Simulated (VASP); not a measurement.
Input of a VASP 6.6.1 run:

INCAR

```
SYSTEM = SiTe2
PREC     = Accurate       ! precision mode
ENCUT    = 520            ! plane-wave cutoff, eV
EDIFF    = 1E-6           ! SCF threshold, eV
ISMEAR   = 0              ! smearing method
SIGMA    = 0.1            ! smearing width, eV
LREAL    = .False.        ! projectors in reciprocal space
LASPH    = .True.         ! aspherical terms in the spheres
NELM     = 100            ! most SCF steps
ALGO     = Fast           ! electronic algorithm
ISIF     = 2              ! what is computed and relaxed
LWAVE    = .False.        ! write WAVECAR
LCHARG   = .False.        ! write CHGCAR
GGA      = PE             ! functional
NBANDS   = 25             ! bands
```

KPOINTS

```
regular mesh
0
Gamma
  3 2 3
  0 0 0
```

Contents of POSCAR:

```
SiTe2
1.0
    5.3966680000     -0.8205640000     -0.3929610000
    0.5255940000      7.1781540000      1.0504390000
    0.4178250000      0.7838680000      5.8369300000
Te Si
4 2
Direct
    0.7685001136      0.1355431275      0.6749964084
    0.7711546977      0.6052803105      0.7799686954
    0.2030075909      0.5115655476      0.3941689662
    0.2933293341      0.2650033841      0.9914289016
    0.7111954257      0.7959844622      0.2021007522
    0.2027913111      0.9337318885      0.4851594392
```

Potentials or basis: VASP PAW PBE potentials, release 64 (Te, Si).

Run with:

```console
$ cat potpaw_PBE.64/Te/POTCAR potpaw_PBE.64/Si/POTCAR > POTCAR
$ mpirun -np 1 vasp_std > vasp.out
```

(1) Predict the band gap on the k mesh.

(2) What does it give for the pressure?

(3) Estimate the largest force.

## Answers

(1) none (metal or under the smearing width).

(2) -7.5 GPa.

(3) 0.936 eV/Å.

Caveat: the k mesh is coarse (spacing up to 0.45 Å⁻¹), so the values aren't converged.
